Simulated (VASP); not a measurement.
The input files of a VASP run:

INCAR:
```
! general
SYSTEM  = LiMoO2
PREC    = Accurate
ENCUT   = 520
LREAL   = .False.
LASPH   = .True.

! electronic loop
EDIFF   = 1E-6
NELM    = 100
ALGO    = Normal
LMAXMIX = 4

! smearing
ISMEAR  = 1
SIGMA   = 0.1

! functional
GGA     = PS

! ions
IBRION  = 2
NSW     = 60
ISIF    = 3
EDIFFG  = -0.02

! output
LWAVE   = .False.
LCHARG  = .False.
```

**KPOINTS**
```
Automatic mesh
0
Gamma
12 12 12
0 0 0
```

**POSCAR**
```
LiMoO2
1
    1.3805970664     0.7970877006     5.3310816373
   -1.3805970664     0.7970877006     5.3310816373
   -0.0000000000    -1.5941763948     5.3310816368
Li Mo O
1 1 2
Direct
  0.5000000000   0.5000000000   0.5000000000
  0.0000000000   0.0000000000   0.0000000000
  0.2467542396   0.2467542396   0.2467542396
  0.7532457604   0.7532457604   0.7532457604
```

POTCAR, in this order: Li_sv Mo_sv O (PBE.64 set). Program: vasp_std.

Question: Translate this PBEsol calculation to Ansatz.

Answer: One equivalent input (not run):
Ansatz 0.2 input:
```yaml
crystal:
  lattice:
    - [1.3805971, 0.7970877, 5.3310816]
    - [-1.3805971, 0.7970877, 5.3310816]
    - [0.0000000, -1.5941764, 5.3310816]
  atoms:
    - { symbol: Li, position: [0.5000000, 0.5000000, 0.5000000] }
    - { symbol: Mo, position: [0.0000000, 0.0000000, 0.0000000] }
    - { symbol: O, position: [0.2467542, 0.2467542, 0.2467542] }
    - { symbol: O, position: [0.7532458, 0.7532458, 0.7532458] }
kpoints:
  mp_grid: { grid: [12, 12, 12] }
hamiltonian:
  xc: pbesol
  pseudopotentials: { kind: paw }
scf:
  occupations: { method: methfessel_paxton, width: 0.1 }
  max_iter: 100
relax:
  max_steps: 60
  f_tol: 0.02
  cell: {}
output: { forces: true, stress: true, eigenvalues: true }
```
What does not carry over: each code has its own PAW files, so the cut-off isn't converted (ENCUT is set for VASP's; basis.ecutwfc is left out, and Ansatz then takes the one that its files recommend); Ansatz stops its SCF on the density residual and VASP on the energy change (EDIFF).

The structure comes from a computed database's LiMoO2 entry (R-3m); how it stands against other phases isn't given here. This run relaxes it. Symmetry was kept, so distortions that lower it aren't found. The start is the result of an earlier pass.
